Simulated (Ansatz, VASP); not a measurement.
NbB2 in VASP and in Ansatz

```
Nb B
1.0
     3.07351    0.00000    0.00000
    -1.53676    2.66174    0.00000
     0.00000    0.00000    3.27762
Nb B
1 2
Direct
  0.00000 0.00000 0.00000
  0.33333 0.66667 0.50000
  0.66667 0.33333 0.50000
```

Alike in both runs: functional LDA; k mesh 15 × 15 × 12; occupations gaussian, width 0.1 eV; no spin polarisation.

Ansatz relaxed the structure, and its values are those at the end. VASP's run is a single point on that final structure, the one shown.

```csv
,VASP,Ansatz
version,VASP 6.6.1,Ansatz 0.2.0
potentials or method,"VASP PAW LDA potentials, release 64 (Nb_sv, B)","scalar-relativistic, plane waves, PAW"
plane-wave cutoff (eV),520,420
valence electrons in the cell,19,19
```

```csv
,VASP,Ansatz,Ansatz less VASP
gap on the k mesh at the Fermi level (eV),none,none,-
pressure (GPa),0.0,0.0,-0.06
```

A gap of «none» marks a metal or a gap that the smearing closes.
